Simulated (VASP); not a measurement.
Level of theory: PBE GGA with D3 dispersion (zero damping), VASP's PBE PAW potentials (set 64) (plane waves; VASP 6.6.1).

A VASP calculation is set up with these files.

**INCAR**
```
GGA=PE
NELM=100   # most electronic steps
NEDOS=601   # DOS grid
LORBIT=11   # lm-projected
ALGO=Normal   # blocked Davidson
SYSTEM=Zr
LCHARG=.TRUE.
LWAVE=.FALSE.
ISMEAR=-5   # tetrahedra, Bloechl
IVDW=11   # D3, zero damping
ENCUT=520   # plane-wave cut-off (eV)
ISIF=2   # forces and stress, cell fixed
EDIFF=1E-7
PREC=Accurate
LREAL=.FALSE.   # projection in real space or not
LMAXMIX=4
LASPH=.TRUE.
```

### KPOINTS
```
Regular mesh
0
G
15 15 8
```

File POSCAR:
```
Zr
1
    1.5920435232    -2.7575002181     0.0000000000
    1.5920435232     2.7575002181     0.0000000000
   -0.0000000000     0.0000000000     5.1257457582
Zr
2
Direct
  0.3333330000   0.6666670000   0.2500000000
  0.6666670000   0.3333330000   0.7500000000
```

POTCAR, in this order: Zr_sv (PBE.64 set). Program: vasp_std.

What will the output report for the number of irreducible k-points (NKPTS), largest plane-wave count, number of space-group operations, FFT grid (NGX, NGY, NGZ)?

- number of irreducible k-points (NKPTS): 135
- largest plane-wave count: 1230
- number of space-group operations: 24
- FFT grid (NGX, NGY, NGZ): 24 × 24 × 40

The compound is Zr in the hcp structure. It was relaxed first.
